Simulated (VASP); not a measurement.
Data:

```
PbS
1.0
    0.00000     3.02270     3.02270
    3.02270     0.00000     3.02270
    3.02270     3.02270     0.00000
Pb S
1 1
Direct
  0.00000   0.00000   0.00000
  0.50000   0.50000   0.50000
```

Computed with vdW-DF2, VASP's PBE PAW potentials (set 64) (plane waves; VASP 6.6.1). Run with 520 eV cut-off, 7×7×7 Γ-centred mesh, Gaussian smearing of 0.050 eV, potentials Pb_d S.

Task: What does the run give for the energy per atom (σ→0), pressure?

Result: 
The energy per atom (σ→0) comes out as -1.917 eV/atom and the pressure is 3.35 GPa.

Total energies compare only between runs with the same potentials, cut-off and functional.

The compound is PbS in the rock salt structure. This cell is one point of a volume scan, at 0.94 of the reference volume.
